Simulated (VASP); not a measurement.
Given:

```
AlCo
1.0
    2.86000     0.00000     0.00000
    0.00000     2.86000     0.00000
    0.00000     0.00000     2.86000
Al Co
1 1
Direct
  0.50000   0.50000   0.50000
  0.00000   0.00000   0.00000
```

Level of theory: PBE GGA, VASP's PBE PAW potentials (set 64) (plane waves; VASP 6.6.1). Settings: 150 eV cut-off, 11×11×11 Γ-centred mesh, first-order Methfessel-Paxton smearing of 0.10 eV, potentials Al Co.

At this cut-off the stress carries a Pulay error, which pulls relaxed volumes low.

What does the run give for the energy per atom (σ→0), pressure, band gap (on the k-mesh) with the smallest direct gap where there is one?

The band gap (on the k-mesh) comes out as none (metal, semimetal or under 0.01 eV) and the energy per atom (σ→0) comes out as -360.3 kJ/mol of atoms. The pressure is -293.55 GPa.

Total energies compare only between runs with the same potentials, cut-off and functional.

The compound is CoAl in the CsCl type structure. The cell was not relaxed at this level. The run is one of a series of settings (ENCUT = 150 against the base run), some of them coarse on purpose. The run is not spin-polarised, so no magnetic state was tried.
